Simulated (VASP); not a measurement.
Here is the system:

```
Cu3Sn
1.0
    4.32369     0.00000     0.00000
    0.00000     5.43252     0.00000
    0.00000     0.00000     4.76457
Cu Sn
6 2
Direct
  0.50000   0.00000   0.30100
  0.00000   0.50000   0.69900
  0.00000   0.75052   0.15581
  0.00000   0.24948   0.15581
  0.50000   0.74948   0.84419
  0.50000   0.25052   0.84419
  0.50000   0.50000   0.34118
  0.00000   0.00000   0.65882
```

Calculation: PBEsol GGA, VASP's PBE PAW potentials (set 64) (plane waves; VASP). Numerical set-up: 300 eV cut-off, 4×3×4 Γ-centred mesh, Fermi-Dirac smearing of 0.10 eV, potentials Cu Sn_d.

At this cut-off the stress carries a Pulay error, which pulls relaxed volumes low. Unless said otherwise, spin-orbit coupling is left out, though it shifts the bands of the heavy elements here.

Question: Estimate the energy per atom (σ→0), pressure, largest force, band gap (on the k-mesh) with the smallest direct gap where there is one.

Answer: 
```json
{
 "band gap (on the k-mesh)": "none (metal, semimetal or under 0.01 eV)",
 "energy per atom (σ→0)": "-4.309 eV/atom",
 "pressure": "-3.32 GPa",
 "largest_force": "0.00118 Ha/bohr"
}
```

The structure comes from a computed database's Cu3Sn entry (Pmmn); how it stands against other phases isn't given here. The cell was not relaxed at this level. The k-mesh is coarse (spacing up to 0.39 per Å, 2π included), so the numbers may not be converged in it.
